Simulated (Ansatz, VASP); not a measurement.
# TiB2: VASP beside Ansatz

One calculation is typed for both programs; each brings its own data sets. How far apart do they land? The structure shown comes from an earlier Ansatz run, which isn't shown and may have moved the atoms alone.

Calculated with Ansatz 0.2.0; plane waves, with VASP 6.6.1 beside it; elastic constants at LDA.

### 1. The structure

The structure is hexagonal, space group P6/mmm (No. 191). The conventional cell has a = 2.995 Å, b = 2.995 Å, c = 3.174 Å, α = 90.00°, β = 90.00°, γ = 120.00°. Nearest to Ti lie 12 B at 2.35 Å. Nearest to B lie 3 B at 1.73 Å and 6 Ti at 2.35 Å. Farther neighbours are not listed.

### 2. Ansatz: elastic constants, LDA

Ansatz runs on its default PAW (the set named soft_2) files.

Elastic constants are differences of stresses under small strains, so they test the stress and the mesh.

The input, input.yaml:

```yaml
crystal:
  lattice:
    - [2.9953024737, 0.0, 0.0]
    - [-1.4976512369, 2.5940080343, 0.0]
    - [0.0, 0.0, 3.1739409275]
  atoms:
    - { symbol: Ti, position: [0.0, 0.0, 0.0] }
    - { symbol: B, position: [0.3333333333, 0.6666666667, 0.5] }
    - { symbol: B, position: [0.6666666667, 0.3333333333, 0.5] }
kpoints:
  mp_grid: { grid: [15, 15, 12] }
hamiltonian:
  xc: lda
scf:
  occupations: { method: gaussian, width: 0.1 }
output:
  forces: true
  stress: true
  eigenvalues: true
basis:
  ecutwfc: 290.0
elastic:
  mode: relaxed_ion
  stencil: two_point
```

On the command line:

```sh
ansatz run input.yaml --threads 4 --pin off --max-ram 8192MiB --backend cpu --events-out ev --progress --plain --runs-dir out
```

Numbers of over 12 decimals in the logs are rounded to 6 here.

The program printed:

```text
Warning: basis.ecutwfc = 290 eV is below the records' recommended 420 eV, and the density's cutoff is lower with it unless basis.ecutrho_ratio is high enough to keep the records' density cutoff: compare with a run at a higher cutoff
Engine: ansatz 0.2.0, aarch64-unknown-linux-gnu
Pseudopotentials: kind: paw
Pseudopotential: Ti, paw, valence charge 12, recommended cutoff 420 eV (normal), Ti.paw.azcp
Pseudopotential: B, paw, valence charge 3, recommended cutoff 420 eV (normal), B.paw.azcp
Functional definition: SPW92
  exchange = slater_x
  correlation = pw_c
Crystal: 3 atoms, lattice volume = 24.661 Å³
Basis set: ecut = 290 eV, 255 PW (Γ)
Bands: 13, of which v1, the nominal top of the filled ones, is band 9 counted from 1 (8 counted from 0)
Symmetry: 24 space group operations
Space group: P6/mmm (ITA 191), of the structure as read, at distance tolerance 2.9e-5 Å
k-points: 189 of 2700
Non-local potential: Ti, projectors of the file, l = 0: 3, l = 1: 2, l = 2: 3, l = 3: 1
Non-local potential: B, projectors of the file, l = 0: 2, l = 1: 2, l = 2: 1
PAW form: soft (Blöchl's): semilocal exchange-correlation on the pseudo side does not see the compensation charge
PAW frozen core: Ti, regenerated for the run's functional, and the local potential with it (the file was generated under x = pbe(κ = 0.804, μ = 0.219515), c = pbe(β = 0.066725))
PAW frozen core: B, regenerated for the run's functional, and the local potential with it (the file was generated under x = pbe(κ = 0.804, μ = 0.219515), c = pbe(β = 0.066725))
PAW one-centre angular grid: Ti, 590 points (default); XC on 64 Gauss nodes
PAW one-centre angular grid: B, 110 points (default); XC on 64 Gauss nodes
Initial density: superposition of atomic densities (neutral atoms: chi_scale 0, normalization atom), corrected by the library's trained network
Initial wavefunctions: pseudopotential atomic-orbital guess
Functional: x = slater, c = lda
SCF iter   1: F=—  HF=-2752.941001 eV  |F-HF|=—  |Δ(HF+E_count)|=         —  Δρ=1.06e-2  dr2=1.10e-2  ethr=1.77e-3  ⟨swp⟩=4.3  Hψ=12093  notcnv=0
preconditioner: auto → none  [metal: Δε(μ)=0.002 eV  Ē_g=8.307 eV  σ=0.100 eV  W_gap=0.01  n_scr=8 (ndim 8)  ℏωp=23.6 eV  f_vac=0.000  D(μ)=0.40/eV (n_scr^D=0)  sad-step TF]
SCF iter   2: F=—  HF=-2752.932688 eV  |F-HF|=—  |Δ(HF+E_count)|=   8.31e-3  Δρ=4.34e-3  dr2=3.19e-3  ethr=6.10e-5  ⟨swp⟩=2.0  Hψ=6422  notcnv=0
SCF iter   3: F=—  HF=-2752.931448 eV  |F-HF|=—  |Δ(HF+E_count)|=   1.24e-3  Δρ=1.03e-3  dr2=2.76e-4  ethr=1.77e-5  ⟨swp⟩=2.0  Hψ=4160  notcnv=0
SCF iter   4: F=—  HF=-2752.931419 eV  |F-HF|=—  |Δ(HF+E_count)|=   2.84e-5  Δρ=1.11e-4  dr2=1.68e-6  ethr=1.53e-6  ⟨swp⟩=2.0  Hψ=2702  notcnv=0
SCF iter   5: F=—  HF=-2752.931420 eV  |F-HF|=—  |Δ(HF+E_count)|=   2.72e-7  Δρ=1.19e-5  dr2=1.70e-8  ethr=9.31e-9  ⟨swp⟩=2.3  Hψ=3662  notcnv=0
SCF iter   6: F=—  HF=-2752.931420 eV  |F-HF|=—  |Δ(HF+E_count)|=   1.59e-9  Δρ=1.52e-6  dr2=2.07e-10  ethr=9.46e-11  ⟨swp⟩=2.6  Hψ=3940  notcnv=0
SCF iter   7: F=—  HF=-2752.931420 eV  |F-HF|=—  |Δ(HF+E_count)|=  2.77e-11  Δρ=9.28e-8  dr2=1.14e-12  ethr=1.15e-12  ⟨swp⟩=2.4  Hψ=3620  notcnv=0
SCF iter   8: F=-2752.931420 eV  HF=-2752.931420 eV  |F-HF|=0.00e0  |Δ(HF+E_count)|=    0.00e0  Δρ=8.13e-9  dr2=5.62e-15  ethr=1.00e-12  ⟨swp⟩=4.0  Hψ=7482  notcnv=0
SCF 1 converged in 8 iterations: F = -2752.931420 eV  dr2 = 5.62e-15
  greatest PAW one-centre occupation: 1.004 electrons in one spin orbital (limit 2), on the Ti atom at site 0 (counted from 0), in its partial waves of l = 1
Crystal: 3 atoms, lattice volume = 24.612 Å³
Symmetry: 8 space group operations
k-points: 448 of 2700
Initial density: handed on by an earlier stage of this run
Initial wavefunctions: pseudopotential atomic-orbital guess (no wavefunctions were taken with the density)
iter 1 solved again at ethr=1.93e-5 eV; its pass at ethr=3.10e-3 eV (dr2=3.47e-3 eV) is discarded
SCF iter   1: F=—  HF=-2752.932447 eV  |F-HF|=—  |Δ(HF+E_count)|=         —  Δρ=4.33e-3  dr2=3.42e-3  ethr=1.93e-5  ⟨swp⟩=1.0  Hψ=37838  notcnv=0
preconditioner: auto → none  [metal: Δε(μ)=0.003 eV  Ē_g=8.313 eV  σ=0.100 eV  W_gap=0.01  n_scr=8 (ndim 8)  ℏωp=23.7 eV  f_vac=0.000  D(μ)=0.39/eV (n_scr^D=0)]
[...]
SCF 15 converged in 7 iterations: F = -2752.931114 eV  dr2 = 1.66e-15
relax step   1: F+E_penalty+E_count = -2752.93111373 eV  Δ(F+E_penalty+E_count) = +0.000e0 eV  max|allowed force component| = 6.733e-5 eV/Å  Δτ_max = 0.0000 Å  (7 SCF iters, accepted)
[...]
SCF 16 converged in 7 iterations: F = -2752.931114 eV  dr2 = 1.86e-21
relax step   2: F+E_penalty+E_count = -2752.93111373 eV  Δ(F+E_penalty+E_count) = -3.265e-10 eV  max|allowed force component| = 3.630e-5 eV/Å  Δτ_max = 0.0000 Å  (7 SCF iters, accepted)
[...]
SCF iter   1: F=—  HF=-2752.931114 eV  |F-HF|=—  |Δ(HF+E_count)|=         —  Δρ=3.47e-11  dr2=1.66e-19  ethr=1.00e-12  ⟨swp⟩=1.4  Hψ=55038  notcnv=0
iter 2 did not close the SCF: its close was put off for the readings that it lacked (scf_convergence_deferred on its scf_iter line)
SCF iter   2: F=-2752.931114 eV  HF=-2752.931114 eV  |F-HF|=9.09e-13  |Δ(HF+E_count)|=  4.55e-13  Δρ=2.04e-11  dr2=6.49e-20  ethr=5.56e-16 (applied; sched 1.00e-12)  ⟨swp⟩=1.7  Hψ=13286  notcnv=0
iter 3 did not close the SCF: its close was put off for the readings that it lacked (scf_convergence_deferred on its scf_iter line)
SCF iter   3: F=-2752.931114 eV  HF=-2752.931114 eV  |F-HF|=4.55e-13  |Δ(HF+E_count)|=  4.55e-13  Δρ=1.28e-11  dr2=2.34e-20  ethr=5.56e-16 (applied; sched 1.00e-12)  ⟨swp⟩=1.0  Hψ=9464  notcnv=0
iter 4 did not close the SCF: its close was put off for the readings that it lacked (scf_convergence_deferred on its scf_iter line)
SCF iter   4: F=-2752.931114 eV  HF=-2752.931114 eV  |F-HF|=4.55e-13  |Δ(HF+E_count)|=  4.55e-13  Δρ=5.72e-12  dr2=4.47e-21  ethr=5.56e-16 (applied; sched 1.00e-12)  ⟨swp⟩=1.0  Hψ=9464  notcnv=0
iter 5 did not close the SCF: its close was put off for the readings that it lacked (scf_convergence_deferred on its scf_iter line)
SCF iter   5: F=-2752.931114 eV  HF=-2752.931114 eV  |F-HF|=0.00e0  |Δ(HF+E_count)|=  4.55e-13  Δρ=4.80e-12  dr2=3.08e-21  ethr=5.56e-16 (applied; sched 1.00e-12)  ⟨swp⟩=1.0  Hψ=9464  notcnv=0
SCF iter   6: F=-2752.931114 eV  HF=-2752.931114 eV  |F-HF|=4.55e-13  |Δ(HF+E_count)|=    0.00e0  Δρ=1.64e-12  dr2=3.61e-22  ethr=1.00e-12  ⟨swp⟩=1.0  Hψ=21840  notcnv=0
SCF 17 converged in 6 iterations: F = -2752.931114 eV  dr2 = 3.61e-22
SCF converged after 8 iterations
Free energy (F): -2752.931420 eV
Harris-Foulkes:  -2752.931420 eV  (|F-HF|=0.00e0)
Internal energy: -2752.929408 eV  (E = F + TS)
E sigma→0 (E₀):  -2752.930414 eV
Entropy (-TS):   -0.002012 eV (-0.671 meV/atom)
Fermi energy:    15.542452 eV
--- Per-component energies (eV) ---
  E_band       = -84.818881
  E_kinetic    = 380.668044
  E_local      = -770.430311  (includes V_loc(G=0)·N_el)
  E_nonlocal   = 33.959331
  E_hartree    = 327.342253
  E_xc         = -165.361308
  E_vxc        = -203.960722  (∫ρ·V_xc dr)
  E_paw        = -1144.824947  (= ΣΔE_a)
  E_vpaw       = -179.740550  (= ΣTr[D̂ρ^β])
  E_aug_tail   = 0.000820  (compensation charges beyond the density's cutoff)
  E_ewald      = -1414.700909
  E_core_change = 0.417619  (= ΣΔE_core)
  E_smearing   = -0.002012  (= −TS)
  E_closure    = 0.000000  (closes the sum)
  Σ components = -2752.931420   (vs F -2752.931420, Δ=0.00e0)
--- Forces (eV/Å), atoms counted from 1 ---
  atom   1  Ti    -0.00000000     0.00000000     0.00000000
  atom   2  B     -0.00000000    -0.00000000    -0.00000000
  atom   3  B      0.00000000     0.00000000     0.00000000
  max |Σ_I F_I| component: 3.70e-17 eV/Å
--- Stress (GPa, compression-positive) ---
       -0.005027       0.000000      -0.000000
        0.000000      -0.005027      -0.000000
       -0.000000      -0.000000       0.002359
  P = ⅓ Tr σ = -0.0026 GPa (-0.026 kbar)
--- Band table (eV; the first three rows and the last of 189) ---
  k-point 0: bands = [... 5 lower, 12.8242, 12.8242, 13.3258, 13.3518, 17.5687, 17.5687, 19.4482, 19.4482]
  k-point 1: bands = [... 5 lower, 12.2620, 12.8965, 12.8965, 14.3046, 17.2558, 17.2558, 19.2461, 19.2461]
  k-point 2: bands = [... 5 lower, 11.1244, 13.1235, 13.1235, 15.1555, 16.6872, 16.6872, 18.7623, 18.7623]
  k-point 188: bands = [... 5 lower, 6.9075, 9.7883, 12.3332, 12.3332, 18.1666, 20.0872, 20.0872, 20.2725]
--- Elastic constants: 3 strain directions × 2 members + reference (group order 24) ---
  dense FFT box of the reference and of every strained cell: 18×18×18
  strains applied: 11, 33, 23; error gains: componentwise 1.00 (the most a stress slope's error grows in a printed constant), spectral 1.41 (1 for all six strains in a standard setting)
  C = ∂σ_k/∂η_j (tension-positive GPa; Voigt order 11 22 33 23 13 12):
       690.499     69.254    127.570      0.000      0.000      0.000
        69.254    690.499    127.570     -0.000      0.000      0.000
       129.318    129.318    509.464      0.000      0.000     -0.000
        -0.000      0.000     -0.000    296.511     -0.000      0.000
         0.000     -0.000      0.000      0.000    296.511     -0.000
        -0.000      0.000      0.000     -0.000     -0.000    310.622
  reference stress σ⁰ (GPa):      0.005      0.005     -0.002      0.000      0.000     -0.000
  C* (energy form; C + prestress term) asymmetry max|C*_kj − C*_jk| = 1.740e0 GPa — a small one proves nothing (zero by symmetry where the batch's group is 432, −43m or m−3m); a large one is finite-difference/SCF noise where every solve meets its electron count
  moduli (Voigt/Reuss/Hill, GPa): K = 282.53/279.92/281.22   G = 285.02/278.22/281.62   E = 633.42   ν = 0.125
  mechanically stable: yes (min eigenvalue of sym C = 296.51 GPa)
  the stresses are not corrected for the forces that the relaxations left standing (`elastic.f_tol`)
  strain η (Voigt 11):  stress-route row diagonal C_11 = 690.50 GPa, energy-path curvature d²(F+E_count+ΔE)/dδ²/Ω₀ = 702.09 GPa
         δ    σ_11 (GPa)             F (eV)   n_scf  n_hpsi   n_pw
    -2.000e-3      -1.3802       -2752.9314208       6   77503    292   relax 3 steps, max|allowed force component| 2.66e-6 eV/Å
     2.000e-3       1.3818       -2752.9314067       6   77543    292   relax 3 steps, max|allowed force component| 4.40e-8 eV/Å
  strain η (Voigt 33):  stress-route row diagonal C_33 = 509.46 GPa, energy-path curvature d²(F+E_count+ΔE)/dδ²/Ω₀ = 502.94 GPa
         δ    σ_33 (GPa)             F (eV)   n_scf  n_hpsi   n_pw
    -2.000e-3      -1.0255       -2752.9312724       7   40507    288   relax 0 steps, max|allowed force component| 2.10e-16 eV/Å
     2.000e-3       1.0124       -2752.9303304       6   41354    292   relax 0 steps, max|allowed force component| 1.17e-16 eV/Å
  strain η (Voigt 23):  stress-route row diagonal C_44 = 296.51 GPa, energy-path curvature d²(F+E_count+ΔE)/dδ²/Ω₀ = 306.04 GPa
         δ    σ_23 (GPa)             F (eV)   n_scf  n_hpsi   n_pw
    -2.000e-3      -0.5930       -2752.9311137       6  126275    290   relax 2 steps, max|allowed force component| 3.63e-5 eV/Å
     2.000e-3       0.5930       -2752.9311137       6  126270    290   relax 2 steps, max|allowed force component| 3.63e-5 eV/Å
```

In the SCF lines HF is the Harris–Foulkes energy and dr2 the Hartree energy of the density residual, in eV; the loop may stop once dr2 is under the threshold and the program's other checks hold. Hψ counts applications of the Hamiltonian.

(Part 1 of 2 ends here.)

[Lines on the potential files, build, host, timing and source positions are cut from VASP's logs without a mark.]

[Logs are printed without paths, hosts, clocks, repeated set-up lines and the standing remarks that a program may print on its own settings, such as how far it seeks lower states.]

[Hosts, paths, dates, database ids (printed as entryN), source tags and the programs' standing remarks are cut or masked in the printed files.]
